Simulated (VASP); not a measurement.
Consider the following.

```
Al2Au
1.0
    0.00000     3.06000     3.06000
    3.06000     0.00000     3.06000
    3.06000     3.06000     0.00000
Al Au
2 1
Cartesian
  1.53000   1.53000   1.53000
  4.59000   4.59000   4.59000
  0.00000   0.00000   0.00000
```

The numbers are results of PBE GGA, VASP's PBE PAW potentials (set 64) (plane waves; VASP 6.6.1), not measurements. Run with 400 eV cut-off, 8×8×8 Γ-centred mesh, first-order Methfessel-Paxton smearing of 0.10 eV, potentials Al Au.

Q: Give the stress tensor in GPa (positive for a compressed cell).

A: 
```
-3.06   0.00   0.00
 0.00  -3.06   0.00
 0.00   0.00  -3.06
```
The pressure is its mean diagonal, -3.06 GPa.

The compound is AuAl2 in the fluorite structure. The cell was not relaxed at this level. The electron count is odd and the run is not spin-polarised, which forces a metal.
